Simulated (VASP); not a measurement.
OSZICAR of a VASP run on K (bcc):

OSZICAR:
```
       N       E                     dE             d eps       ncg     rms          rms(c)
DAV:   1     0.375815146415E+02    0.37582E+02   -0.32594E+03   560   0.700E+02
DAV:   2    -0.506935465182E-02   -0.37587E+02   -0.37524E+02   576   0.194E+02
DAV:   3    -0.103831092416E+01   -0.10332E+01   -0.10332E+01   928   0.289E+01
DAV:   4    -0.104950088374E+01   -0.11190E-01   -0.11190E-01   856   0.274E+00
DAV:   5    -0.104963818185E+01   -0.13730E-03   -0.13730E-03   992   0.196E-01    0.201E+00
DAV:   6    -0.104971616729E+01   -0.77985E-04   -0.13702E-03   912   0.274E-01    0.124E+00
DAV:   7    -0.105005029666E+01   -0.33413E-03   -0.29129E-03   864   0.388E-01    0.558E-02
DAV:   8    -0.105010980890E+01   -0.59512E-04   -0.14151E-04   824   0.161E-01    0.170E-02
DAV:   9    -0.105012095165E+01   -0.11143E-04   -0.14350E-05   888   0.290E-02    0.446E-03
DAV:  10    -0.105012060171E+01    0.34994E-06   -0.15929E-06   792   0.112E-02
   1 F= -.10501206E+01 E0= -.10499815E+01  d E =-.417350E-03
```

**Question.** Which electronic solver shows in the log?

**Answer.** It is blocked Davidson (ALGO = Normal, or the opening steps of other solvers). The INCAR had ALGO = Normal.

**Question.** Can the final energy be trusted as converged?

**Answer.** The run converged. It stopped with EDIFF = 1E-6, NELM = 100 (PBE GGA, plane waves, VASP's PBE PAW potentials (set 64)).

The compound is K in the bcc structure. The cell was not relaxed at this level.
